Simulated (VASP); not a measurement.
Output of a VASP run:

OUTCAR:
```
 ion  position               nearest neighbor table
   1  0.250  0.000  0.500-   4 2.63   4 2.63   8 2.94   8 2.94   7 2.94   7 2.94
   2  0.500  0.250  0.000-   3 2.63   3 2.63   8 2.94   7 2.94   7 2.94   8 2.94
   3  0.500  0.750  0.000-   2 2.63   2 2.63   8 2.94   7 2.94   7 2.94   8 2.94
   4  0.750  0.000  0.500-   1 2.63   1 2.63   8 2.94   8 2.94   7 2.94   7 2.94
   5  0.000  0.500  0.750-   6 2.63   6 2.63   8 2.94   7 2.94   8 2.94   7 2.94
   6  0.000  0.500  0.250-   5 2.63   5 2.63   8 2.94   7 2.94   8 2.94   7 2.94
   7  0.500  0.500  0.500-   1 2.94   2 2.94   3 2.94   4 2.94   5 2.94   6 2.94   2 2.94   3 2.94
                             1 2.94   4 2.94   5 2.94   6 2.94
   8  0.000  0.000  0.000-   1 2.94   2 2.94   3 2.94   4 2.94   5 2.94   6 2.94   1 2.94   4 2.94
                             5 2.94   6 2.94   2 2.94   3 2.94
  LATTYP: Found a simple cubic cell.
 ALAT       =     5.2656230858
 Subroutine PRICEL returns:
 Original cell was already a primitive cell.
 Subroutine GETGRP returns: Found 48 space group operations
The static configuration has the point symmetry T_h .
 The point group associated with its full space group is O_h .
The dynamic configuration has the point symmetry T_h .
 Subroutine INISYM returns: Found 48 space group operations
 Subroutine IBZKPT returns following result:
 Found     20 irreducible k-points:

 Following reciprocal coordinates:
            Coordinates               Weight
  0.000000  0.000000  0.000000      1.000000
  0.166667  0.000000  0.000000      6.000000
  0.333333  0.000000  0.000000      6.000000
  0.500000  0.000000  0.000000      3.000000
  0.166667  0.166667  0.000000     12.000000
  0.333333  0.166667  0.000000     24.000000
  0.500000  0.166667  0.000000     12.000000
  0.333333  0.333333  0.000000     12.000000
  0.500000  0.333333  0.000000     12.000000
  0.500000  0.500000  0.000000      3.000000
  0.166667  0.166667  0.166667      8.000000
  0.333333  0.166667  0.166667     24.000000
  0.500000  0.166667  0.166667     12.000000
  0.333333  0.333333  0.166667     24.000000
  0.500000  0.333333  0.166667     24.000000
  0.500000  0.500000  0.166667      6.000000
  0.333333  0.333333  0.333333      8.000000
  0.500000  0.333333  0.333333     12.000000
  0.500000  0.500000  0.333333      6.000000
  0.500000  0.500000  0.500000      1.000000
   k-points           NKPTS =     20   k-points in BZ     NKDIM =     20   number of bands    NBANDS=     63
   number of dos      NEDOS =    301   number of ions     NIONS =      8
   total plane-waves  NPLWV =  64000
   dimension x,y,z NGX =    40 NGY =   40 NGZ =   40
   dimension x,y,z NGXF=    80 NGYF=   80 NGZF=   80
   ions per type =               6   2
   PREC   = accura    normal or accurate (medium, high low for compatibility)
   ISTART =      0    job   : 0-new  1-cont  2-samecut
   ICHARG =      2    charge: 1-file 2-atom 10-const
   ISPIN  =      1    spin polarized calculation?
   LNONCOLLINEAR =      F non collinear calculations
   LSORBIT =      F    spin-orbit coupling
   INIWAV =      1    electr: 0-lowe 1-rand  2-diag
   ENCUT  =  500.0 eV  36.75 Ry    6.06 a.u.   9.60  9.60  9.60*2*pi/ulx,y,z
   NELM   =    100;   NELMIN=  2; NELMDL= -5     # of ELM steps
   EDIFF  = 0.1E-05   stopping-criterion for ELM
   LREAL  =      F    real-space projection
   NLSPLINE    = F    spline interpolate recip. space projectors
   LMAXMIX     =    4 max onsite mixed and CHGCAR
   VOSKOWN=      0    Vosko Wilk Nusair interpolation
   EDIFFG = -.2E-01   stopping-criterion for IOM
   NSW    =     40    number of steps for IOM
   NBLOCK =      1;   KBLOCK =     40    inner block; outer block
   IBRION =      2    ionic relax: 0-MD 1-quasi-New 2-CG
   NFREE  =      1    steps in history (QN), initial steepest desc. (CG)
   ISIF   =      3    stress and relaxation
   ISYM   =      2    0-nonsym 1-usesym 2-fastsym
   TEIN   =    0.0    initial temperature
   TEBEG  =    0.0;   TEEND  =   0.0 temperature during run
   SMASS  =  -3.00    Nose mass-parameter (am)
   PSTRESS=  100.0 pullay stress
   NELECT =     106.0000    total number of electrons
   EFERMI =   0.00;   METHOD = LEGACY
   ISMEAR =     1;   SIGMA  =   0.10  broadening in eV -4-tet -1-fermi 0-gaus
   IALGO  =     38    algorithm
...
```

File OSZICAR:
```
...
DAV:   4    -0.704195750893E+02   -0.31551E+02   -0.30727E+02  3880   0.851E+01
DAV:   5    -0.730865640738E+02   -0.26670E+01   -0.26391E+01  4560   0.219E+01    0.182E+01
DAV:   6    -0.705102393618E+02    0.25763E+01   -0.90937E+00  3713   0.153E+01    0.601E+00
DAV:   7    -0.702901725002E+02    0.22007E+00   -0.18824E+00  3944   0.688E+00    0.268E+00
DAV:   8    -0.702985276916E+02   -0.83552E-02   -0.25292E-01  4073   0.267E+00    0.629E-01
DAV:   9    -0.702997088518E+02   -0.11812E-02   -0.39624E-02  4040   0.108E+00    0.399E-01
DAV:  10    -0.703003832793E+02   -0.67443E-03   -0.63352E-03  4002   0.384E-01    0.574E-02
DAV:  11    -0.703003359903E+02    0.47289E-04   -0.63760E-04  3464   0.140E-01    0.279E-02
DAV:  12    -0.703003225361E+02    0.13454E-04   -0.61798E-05  4200   0.432E-02    0.535E-03
DAV:  13    -0.703003218532E+02    0.68295E-06   -0.57475E-06  2672   0.131E-02
   1 F= -.61187797E+02 E0= -.61185498E+02  d E =-.611878E+02
       N       E                     dE             d eps       ncg     rms          rms(c)
DAV:   1    -0.755683730061E+02   -0.52681E+01   -0.22011E+02  2564   0.120E+02    0.181E+01
DAV:   2    -0.708932192245E+02    0.46752E+01   -0.22000E+01  3097   0.389E+01    0.931E+00
DAV:   3    -0.692364084592E+02    0.16568E+01   -0.12083E+01  3718   0.208E+01    0.597E+00
DAV:   4    -0.692062608634E+02    0.30148E-01   -0.13283E+00  3436   0.589E+00    0.248E+00
DAV:   5    -0.692615414390E+02   -0.55281E-01   -0.18255E-01  4305   0.191E+00    0.176E+00
DAV:   6    -0.692837447432E+02   -0.22203E-01   -0.43284E-02  3941   0.865E-01    0.742E-01
DAV:   7    -0.692915288519E+02   -0.77841E-02   -0.27637E-02  4161   0.593E-01    0.100E-01
DAV:   8    -0.692914693921E+02    0.59460E-04   -0.17542E-03  4050   0.212E-01    0.108E-01
DAV:   9    -0.692915098358E+02   -0.40444E-04   -0.22725E-04  3961   0.904E-02    0.234E-02
DAV:  10    -0.692915089121E+02    0.92375E-06   -0.42816E-05  3737   0.317E-02    0.115E-02
DAV:  11    -0.692915074785E+02    0.14336E-05   -0.33006E-06  2464   0.122E-02    0.634E-03
DAV:  12    -0.692915056076E+02    0.18709E-05   -0.16155E-06  1768   0.817E-03    0.131E-03
DAV:  13    -0.692915060294E+02   -0.42182E-06   -0.41603E-07  1680   0.458E-03
   2 F= -.60924449E+02 E0= -.60923744E+02  d E =0.263348E+00
       N       E                     dE             d eps       ncg     rms          rms(c)
DAV:   1    -0.728694496864E+02   -0.35779E+01   -0.10734E+02  2595   0.897E+01    0.108E+01
DAV:   2    -0.710151155519E+02    0.18543E+01   -0.11461E+01  3241   0.258E+01    0.681E+00
DAV:   3    -0.701182496313E+02    0.89687E+00   -0.64965E+00  3721   0.149E+01    0.341E+00
DAV:   4    -0.700902330130E+02    0.28017E-01   -0.71754E-01  3406   0.396E+00    0.129E+00
DAV:   5    -0.701183004571E+02   -0.28067E-01   -0.75093E-02  4200   0.135E+00    0.118E+00
DAV:   6    -0.701240918267E+02   -0.57914E-02   -0.14403E-02  3599   0.507E-01    0.811E-01
DAV:   7    -0.701290620978E+02   -0.49703E-02   -0.29636E-02  3755   0.739E-01    0.164E-01
DAV:   8    -0.701295535820E+02   -0.49148E-03   -0.30805E-03  3700   0.276E-01    0.790E-02
DAV:   9    -0.701295621461E+02   -0.85640E-05   -0.17067E-04  4272   0.629E-02    0.300E-02
DAV:  10    -0.701295517816E+02    0.10364E-04   -0.33988E-05  3283   0.280E-02    0.127E-02
DAV:  11    -0.701295533711E+02   -0.15894E-05   -0.19437E-06  2145   0.881E-03    0.786E-03
DAV:  12    -0.701295537765E+02   -0.40544E-06   -0.54280E-07  1692   0.541E-03
   3 F= -.61249813E+02 E0= -.61247658E+02  d E =-.620161E-01
```

### OUTCAR
```
------------------------ aborting loop because EDIFF is reached ----------------------------------------
  FORCE on cell =-STRESS in cart. coord.  units (eV):
  Direction    XX          YY          ZZ          XY          YZ          ZX
  --------------------------------------------------------------------------------------
  Total        8.7736922      8.7736922      8.7736922      0.0000000      0.0000000     -0.0000000
  in kB       98.8057261     98.8057261     98.8057261      0.0000000      0.0000000     -0.0000000
  external PRESSURE =      -1.1942739 kB  Pullay stress =     100.0000000 kB
  volume of cell :      142.27
      direct lattice vectors                 reciprocal lattice vectors
     5.220398073 -0.000000000 -0.000000000     0.191556273 -0.000000000 -0.000000000
     0.000000000  5.220398073 -0.000000000     0.000000000  0.191556273  0.000000000
     0.000000000 -0.000000000  5.220398073     0.000000000  0.000000000  0.191556273
 POSITION                                       TOTAL-FORCE (eV/Angst)
 -----------------------------------------------------------------------------------
      1.30510     -0.00000      2.61020        -0.000000     -0.000000      0.000000
      2.61020      1.30510     -0.00000         0.000000      0.000000     -0.000000
      2.61020      3.91530     -0.00000        -0.000000      0.000000     -0.000000
      3.91530     -0.00000      2.61020         0.000000     -0.000000      0.000000
      0.00000      2.61020      3.91530         0.000000      0.000000     -0.000000
      0.00000      2.61020      1.30510         0.000000     -0.000000      0.000000
      2.61020      2.61020      2.61020        -0.000000      0.000000     -0.000000
      0.00000      0.00000      0.00000        -0.000000      0.000000     -0.000000
 -----------------------------------------------------------------------------------
    total drift:                                0.000000     -0.000000      0.000000
  FREE ENERGIE OF THE ION-ELECTRON SYSTEM (eV)
  ---------------------------------------------------
  free  energy   TOTEN  =       -70.1295537765 eV

  energy  without entropy=      -70.1230883757  energy(sigma->0) =      -70.12739864
  enthalpy is  TOTEN    =       -61.2498131628 eV   P V=        8.8797406137

 reached required accuracy - stopping structural energy minimisation
```
(Selected blocks of OUTCAR.)

POSCAR:
```
Nb3Sn
1
    5.2656230858     0.0000000000     0.0000000000
    0.0000000000     5.2656230858     0.0000000000
    0.0000000000     0.0000000000     5.2656230858
Nb Sn
6 2
Direct
  0.2500000000   0.0000000000   0.5000000000
  0.5000000000   0.2500000000   0.0000000000
  0.5000000000   0.7500000000   0.0000000000
  0.7500000000   0.0000000000   0.5000000000
  0.0000000000   0.5000000000   0.7500000000
  0.0000000000   0.5000000000   0.2500000000
  0.5000000000   0.5000000000   0.5000000000
  0.0000000000   0.0000000000   0.0000000000
```

### Question
Write an INCAR and KPOINTS that could have produced this output.

### Answer
One answer among several that fit: the input of the run itself, PBE GGA, plane waves, VASP's PBE PAW potentials (set 64).

**INCAR**
```
# general
SYSTEM  = Nb3Sn
PREC    = Accurate
ENCUT   = 500   # plane-wave cut-off (eV)
LREAL   = F   # projection in real space or not
LASPH   = T

# electronic loop
EDIFF   = 1E-6   # SCF stop (eV)
NELM    = 100
ALGO    = Normal   # blocked Davidson
LMAXMIX = 4   # l cut-off of mixed one-centre charges

# smearing
ISMEAR  = 1   # Methfessel-Paxton
SIGMA   = 0.1

# functional
GGA     = PE

# ions
IBRION  = 2   # conjugate gradients
NSW     = 40
ISIF    = 3   # ions, shape and volume
EDIFFG  = -0.02
PSTRESS = 100   # kbar

# output
LWAVE   = F
LCHARG  = F
```

### KPOINTS
```
Automatic
0
G
  6 6 6
```

POTCAR, in this order: Nb_sv Sn_d (PBE.64 set). Program: vasp_std.

Energy and stress use the plane-wave basis of the starting cell.

The compound is Nb3Sn in the A15 structure. This run relaxes it under an external pressure of 10 GPa. Symmetry was kept, so distortions that lower it aren't found.
